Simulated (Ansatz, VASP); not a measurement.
**CoH (CoH (Fm-3m)) in two plane-wave programs**

One calculation is typed for both programs; each brings its own data sets. How far apart do they land? The cell is taken from a series of runs on this material, whose earlier steps may have relaxed, scaled, displaced or heated it; both programs get it as it stands.

Calculated with Ansatz 0.2.0; plane waves, with VASP 6.6.1 beside it; relaxation of cell and atoms at r2SCAN.

### 1. The structure

It takes space group Fm-3m (No. 225, cubic). Conventional cell: a = 3.686 Å, b = 3.686 Å, c = 3.686 Å, α = 90.00°, β = 90.00°, γ = 90.00°. Nearest to Co lie 6 H at 1.84 Å. Nearest to H lie 6 Co at 1.84 Å. Farther neighbours are not listed.

As a file:

```cif
data_structure
_symmetry_space_group_name_H-M 'P 1'
_symmetry_Int_Tables_number 1
_cell_length_a 2.6063
_cell_length_b 2.6063
_cell_length_c 2.6063
_cell_angle_alpha 60.000
_cell_angle_beta 60.000
_cell_angle_gamma 60.000
_cell_volume 12.52
loop_
_atom_site_label
_atom_site_type_symbol
_atom_site_fract_x
_atom_site_fract_y
_atom_site_fract_z
_atom_site_occupancy
Co1 Co 0.00000 0.00000 0.00000 1
H2 H 0.50000 0.50000 0.50000 1
```

### 2. Ansatz: relaxation of cell and atoms, r2SCAN

Ansatz runs on its default PAW (the set named soft_2) files.

The relaxed volume is the usual yardstick between codes: in a stiff, nearly cubic crystal its relative difference is about their pressure difference at one cell divided by the bulk modulus.

Input file input.yaml:

```yaml
crystal:
  lattice:
    - [0.0, 1.8429617, 1.8429617]
    - [1.8429617, 0.0, 1.8429617]
    - [1.8429617, 1.8429617, 0.0]
  atoms:
    - { symbol: Co, position: [0.0, 0.0, 0.0], spin: 2.5 }
    - { symbol: H, position: [0.5, 0.5, 0.5] }
magnetization:
  spin_polarized: true
basis:
  ecutwfc: 500
  xc_grid: 2
hamiltonian:
  xc: r2scan
kpoints:
  mp_grid: { grid: [18, 18, 18] }
scf:
  occupations: { method: fermi_dirac, width: 0.05 }
  max_iter: 150
output:
  forces: true
  stress: true
relax:
  f_tol: 0.01
  max_steps: 60
  cell: {}
checkpoint:
  write: "../r2scan.run"
  compress: false
  write_wavefunctions: false
  write_every: 100000
```

Run with:

```sh
$ ansatz run input.yaml --threads 1 --pin off --max-ram 2355MiB --backend cpu --events-out ev --progress --plain --runs-dir out
```

Numbers of over 12 decimals in the logs are rounded to 6 here.

The program printed:

```text
Engine: ansatz 0.2.0, aarch64-unknown-linux-gnu
Pseudopotentials: kind: paw
Pseudopotential: Co, paw, valence charge 17, recommended cutoff 500 eV (meta_gga), Co.paw.azcp
Pseudopotential: H, paw, valence charge 1, recommended cutoff 500 eV (meta_gga), H.paw.azcp
Functional definition: r2SCAN
  parameter k0 = 0.174
  parameter k1 = 0.065
  parameter a1 = 4.9479
  exchange = r2scan_x(k0 = k0, k1 = k1, a1 = a1)
  correlation = r2scan_c
Crystal: 2 atoms, lattice volume = 12.519 Å³
Basis set: ecut = 500 eV, 331 PW (Γ), exchange–correlation on 40×40×40 points (8 copies of the dense FFT grid, shifted against one another)
Bands: 15, of which v1, the nominal top of the filled ones, is band 9 counted from 1 (8 counted from 0)
Symmetry: 48 space group operations
Space group: Fm-3m (ITA 225), of the structure as read, at distance tolerance 2.3e-5 Å
Magnetic group: BNS 225.116 (UNI 1618), of the structure as read, at distance tolerance 2.3e-5 Å
k-points: 195 of 5832
Non-local potential: Co, projectors of the file, l = 0: 3, l = 1: 2, l = 2: 3, l = 3: 1
Non-local potential: H, projectors of the file, l = 0: 2, l = 1: 1
PAW form: soft (Blöchl's): semilocal exchange-correlation on the pseudo side does not see the compensation charge
PAW frozen core: Co, regenerated for the run's functional (the file was generated under x = pbe(κ = 0.804, μ = 0.219515), c = pbe(β = 0.066725))
PAW one-centre angular grid: Co, 590 points (default); XC on 160 Gauss nodes
PAW one-centre angular grid: H, 302 points (default); XC on 160 Gauss nodes
Initial density: superposition of atomic densities (chi_scale 0.1, normalization cell)
Starting moments: Σ|m| = 2.5 μB on 1 of 2 sites
Initial wavefunctions: pseudopotential atomic-orbital guess
Functional: x = r2scan, c = r2scan; τ floored in thin density (d = 2e-4 eV/Å³)
SCF iter   1: F=—  HF=-5146.169611 eV  |F-HF|=—  |Δ(HF+E_count)|=         —  Δρ=7.36e-2 (↑7.36e-2 ↓5.92e-2)  dr2=1.31e0  dr2_τ=2.01e-2  dr2_m=6.75e-2  M=1.930 μB ∫|m|=2.140 μB  β_m=1.00  ethr=3.10e-3  ⟨swp⟩=5.3  Hψ=27488  notcnv=0
Mixer restart at iter 1: flushing history
preconditioner: auto → none  [metal: Δε(μ)=0.017 eV  Ē_g=16.379 eV  σ=0.050 eV  W_gap=0.08  n_scr=0 (ndim 8)  ℏωp=33.2 eV  f_vac=0.000  D(μ)=0.76/eV (n_scr^D=8)]
SCF iter   2: F=—  HF=-5146.018873 eV  |F-HF|=—  |Δ(HF+E_count)|=   1.51e-1  Δρ=2.86e-2 (↑2.64e-2 ↓2.86e-2)  dr2=1.61e-1  dr2_τ=3.65e-3  dr2_m=3.96e-3  M=1.813 μB ∫|m|=2.112 μB  β_m=1.00  ethr=3.10e-3  ⟨swp⟩=2.6  Hψ=13014  notcnv=0  defer=432  κ⁻¹=1.0e0(r=1)
SCF iter   3: F=—  HF=-5146.542972 eV  |F-HF|=—  |Δ(HF+E_count)|=         —  Δρ=4.25e-2 (↑2.00e-2 ↓4.25e-2)  dr2=4.46e-2  dr2_τ=1.85e-3  dr2_m=1.05e-1  M=1.634 μB ∫|m|=1.918 μB  β_m=1.00  ethr=8.93e-4  ⟨swp⟩=2.5  Hψ=10547  notcnv=0  defer=436
Mixer restart at iter 3: flushing history
SCF iter   4: F=—  HF=-5146.852326 eV  |F-HF|=—  |Δ(HF+E_count)|=   3.09e-1  Δρ=1.70e-2 (↑4.72e-3 ↓1.70e-2)  dr2=1.94e-2  dr2_τ=7.54e-4  dr2_m=9.48e-3  M=1.584 μB ∫|m|=1.858 μB  β_m=1.00  ethr=2.48e-4  ⟨swp⟩=2.6  Hψ=11815  notcnv=0  defer=432  κ⁻¹=1.0e0(r=1)
SCF iter   5: F=—  HF=-5147.118524 eV  |F-HF|=—  |Δ(HF+E_count)|=   2.66e-1  Δρ=9.97e-3 (↑3.30e-3 ↓9.97e-3)  dr2=1.27e-2  dr2_τ=1.30e-4  dr2_m=1.74e-3  M=1.538 μB ∫|m|=1.799 μB  β_m=1.00  ethr=1.08e-4  ⟨swp⟩=2.2  Hψ=11566  notcnv=0  defer=436  κ⁻¹=1.8e-2(r=2)
SCF iter   6: F=—  HF=-5147.248159 eV  |F-HF|=—  |Δ(HF+E_count)|=   1.30e-1  Δρ=6.79e-3 (↑2.86e-3 ↓6.79e-3)  dr2=6.87e-3  dr2_τ=5.69e-5  dr2_m=8.48e-4  M=1.499 μB ∫|m|=1.754 μB  β_m=1.00  ethr=7.04e-5  ⟨swp⟩=2.2  Hψ=11379  notcnv=0  defer=436  κ⁻¹=7.6e-3(r=3)
SCF iter   7: F=—  HF=-5147.306499 eV  |F-HF|=—  |Δ(HF+E_count)|=   5.83e-2  Δρ=3.24e-3 (↑1.97e-3 ↓3.24e-3)  dr2=8.39e-4  dr2_τ=1.62e-5  dr2_m=4.55e-4  M=1.442 μB ∫|m|=1.692 μB  β_m=1.00  ethr=3.81e-5  ⟨swp⟩=2.1  Hψ=12311  notcnv=0  defer=439  κ⁻¹=1.2e-3(r=4)
SCF iter   8: F=—  HF=-5147.308617 eV  |F-HF|=—  |Δ(HF+E_count)|=   2.12e-3  Δρ=1.19e-3 (↑7.58e-4 ↓1.19e-3)  dr2=1.30e-4  dr2_τ=2.13e-6  dr2_m=7.49e-6  M=1.428 μB ∫|m|=1.676 μB  β_m=1.00  ethr=4.66e-6  ⟨swp⟩=1.9  Hψ=9495  notcnv=0  defer=439  κ⁻¹=3.8e-4(r=5)
SCF iter   9: F=—  HF=-5147.309084 eV  |F-HF|=—  |Δ(HF+E_count)|=   4.67e-4  Δρ=9.39e-4 (↑9.39e-4 ↓6.15e-4)  dr2=1.26e-4  dr2_τ=1.18e-6  dr2_m=8.77e-6  M=1.411 μB ∫|m|=1.656 μB  β_m=1.00  ethr=7.21e-7  ⟨swp⟩=2.0  Hψ=10376  notcnv=0  defer=441  κ⁻¹=4.6e-5(r=6)
SCF iter  10: F=—  HF=-5147.310142 eV  |F-HF|=—  |Δ(HF+E_count)|=   1.06e-3  Δρ=7.50e-4 (↑3.68e-4 ↓7.50e-4)  dr2=2.73e-5  dr2_τ=4.53e-7  dr2_m=9.69e-6  M=1.419 μB ∫|m|=1.665 μB  β_m=1.00  ethr=6.97e-7  ⟨swp⟩=2.0  Hψ=10194  notcnv=0  defer=439  κ⁻¹=4.5e-5(r=7)
SCF iter  11: F=—  HF=-5147.310186 eV  |F-HF|=—  |Δ(HF+E_count)|=   4.33e-5  Δρ=4.57e-4 (↑4.57e-4 ↓3.48e-4)  dr2=2.11e-5  dr2_τ=2.99e-7  dr2_m=2.94e-6  M=1.416 μB ∫|m|=1.662 μB  β_m=1.00  ethr=1.52e-7  ⟨swp⟩=2.0  Hψ=9224  notcnv=0  defer=439  κ⁻¹=8.0e-6(r=8)
[...]
SCF iter   5: F=—  HF=-5147.310516 eV  |F-HF|=—  |Δ(HF+E_count)|=   1.53e-6  Δρ=2.82e-5 (↑9.02e-6 ↓2.82e-5)  dr2=8.78e-8  dr2_τ=5.57e-10  dr2_m=1.30e-8  M=1.413 μB ∫|m|=1.659 μB  β_m=1.00  ethr=6.88e-10  ⟨swp⟩=2.3  Hψ=9416  notcnv=0  κ⁻¹=5.7e-5(r=4)
SCF iter   6: F=—  HF=-5147.310517 eV  |F-HF|=—  |Δ(HF+E_count)|=   1.29e-6  Δρ=1.55e-5 (↑5.94e-6 ↓1.55e-5)  dr2=3.27e-8  dr2_τ=1.15e-10  dr2_m=4.10e-9  M=1.413 μB ∫|m|=1.659 μB  β_m=1.00  ethr=4.88e-10  ⟨swp⟩=2.0  Hψ=9404  notcnv=0  κ⁻¹=2.1e-5(r=5)
SCF iter   7: F=-5147.310518 eV  HF=-5147.310518 eV  |F-HF|=4.95e-8  |Δ(HF+E_count)|=   3.88e-7  Δρ=2.72e-5 (↑8.26e-6 ↓2.72e-5)  dr2=8.29e-8  dr2_τ=4.62e-10  dr2_m=1.21e-8  M=1.412 μB ∫|m|=1.658 μB  ethr=1.82e-10  ⟨swp⟩=2.0  Hψ=18706  notcnv=0
SCF 2 converged in 7 iterations: F = -5147.310518 eV  dr2 = 8.29e-8
relax step   2: F+E_penalty+E_count = -5147.31051768 eV  Δ(F+E_penalty+E_count) = -4.161e-5 eV  max|allowed force component| = 1.808e-31 eV/Å  Δτ_max = 0.0000 Å  P = -0.172 GPa  Ω = 12.505 Å³  energy of the carried Pulay correction = +1.634e-5 eV  (7 SCF iters, dr2 threshold 2.00e-7 eV, accepted)
[...]
relax step   3: F+E_penalty+E_count = -5147.31053500 eV  Δ(F+E_penalty+E_count) = -1.732e-5 eV  max|allowed force component| = 2.169e-30 eV/Å  Δτ_max = 0.0000 Å  P = +0.005 GPa  Ω = 12.495 Å³  energy of the carried Pulay correction = +2.838e-5 eV  (7 SCF iters, dr2 threshold 7.41e-8 eV, accepted)
[...]
relax step   4: F+E_penalty+E_count = -5147.31050465 eV  Δ(F+E_penalty+E_count) = +3.035e-5 eV  max|allowed force component| = 1.052e-30 eV/Å  Δτ_max = 0.0000 Å  P = +0.004 GPa  Ω = 12.495 Å³  stress off target by 4.37e-3 GPa  SCF on the basis re-selected at this cell (its energy is not comparable with the rows above)  (10 SCF iters)
basis re-selected at this cell: Δ(F+E_penalty+E_count) = +3.035e-5 eV, ΔP = -0.000 GPa vs the last step (what re-selecting the basis moved, of the pressure what is left beyond the Pulay correction that the steps carried, after the strain that the cell walked since its last selection, with what the two solves' SCF thresholds leave and, on support functions, any second-order correction that the steps lacked; it is no m [...]
SCF converged after 10 iterations
Stability not checked: this state was not tested for a lower state beside it, because the mixer in use, unlike msr1, does not test its closes by its own steps (another_mixer; see scf.mixing.algorithm and scf.lower_state_search)
Magnetization: 1.4114 μB (9.7057 up, 8.2943 down)
Absolute magnetization: 1.6581 μB (∫|ρ↑−ρ↓|, with the PAW one-centre terms)
Spin contamination: 0.0438 ħ² per cell (⟨S²⟩ above its minimum at these occupations)
Per-site moments (μB) at R_I (Å): [(1.461028, 0.759726), (-0.025979, 0.759726)]
Free energy (F): -5147.310505 eV
Harris-Foulkes:  -5147.310505 eV  (|F-HF|=9.09e-13)
Internal energy: -5147.303127 eV  (E = F + TS)
E sigma→0 (E₀):  -5147.306816 eV
Entropy (-TS):   -0.007378 eV (-3.689 meV/atom)
Fermi energy:    17.902841 eV
--- Per-component energies (eV) ---
  E_band       = -277.497338
  E_kinetic    = 468.406795
  E_local      = -2957.837641  (includes V_loc(G=0)·N_el)
  E_nonlocal   = 462.959283
  E_hartree    = 1244.740655
  E_xc         = -166.842493
  E_vxc        = -242.995401  (∫ρ·V_xc dr)
  E_paw        = -1527.153323  (= ΣΔE_a)
  E_vpaw       = -512.856471  (= ΣTr[D̂ρ^β])
  E_aug_tail   = -0.000312  (compensation charges beyond the density's cutoff)
  E_vtau       = 15.345047  (kinetic-family band-sum trace: ∫τ·v_τ [+ j·A + Jᵃ·Aᵃ] dr)
  E_ewald      = -2671.280885
  E_core_change = -0.295206  (= ΣΔE_core)
  E_smearing   = -0.007378  (= −TS)
  E_closure    = -0.000000  (closes the sum)
  Σ components = -5147.310505   (vs F -5147.310505, Δ=0.00e0)
--- Forces (eV/Å), atoms counted from 1 ---
  atom   1  Co    -0.00000000     0.00000000    -0.00000000
  atom   2  H      0.00000000    -0.00000000    -0.00000000
  max |Σ_I F_I| component: 1.97e-30 eV/Å
--- Stress (GPa, compression-positive) ---
        0.004370      -0.000000      -0.000000
       -0.000000       0.004370      -0.000000
       -0.000000      -0.000000       0.004370
  P = ⅓ Tr σ = 0.0044 GPa (0.044 kbar)
--- Relaxed structure (3 steps of the walk, 3 accepted, 1 SCFs on fresh bases) ---
  F+E_penalty+E_count = -5147.31050465 eV   max|allowed force component| = 1.052e-30 eV/Å   (the final SCF, on the basis selected at the relaxed cell)
  cell:  # Å, volume = 12.4948 Å³
    - [0, 1.841760, 1.841760]
    - [1.841760, 0, 1.841760]
    - [1.841760, 1.841760, 0]
  atoms:
    - { symbol: Co, position: [0, 0, 0] }
    - { symbol: H, position: [0.500000, 0.500000, 0.500000] }
```

In the SCF lines HF is the Harris–Foulkes energy and dr2 the Hartree energy of the density residual, in eV; the loop may stop once dr2 is under the threshold and the program's other checks hold. Hψ counts applications of the Hamiltonian.

(Continued in part 2 of 2.)

[Lines on the potential files, build, host, timing and source positions are cut from VASP's logs without a mark.]

[Logs are printed without paths, hosts, clocks, repeated set-up lines and the standing remarks that a program may print on its own settings, such as how far it seeks lower states.]

[Hosts, paths, dates, database ids (printed as entryN), source tags and the programs' standing remarks are cut or masked in the printed files.]
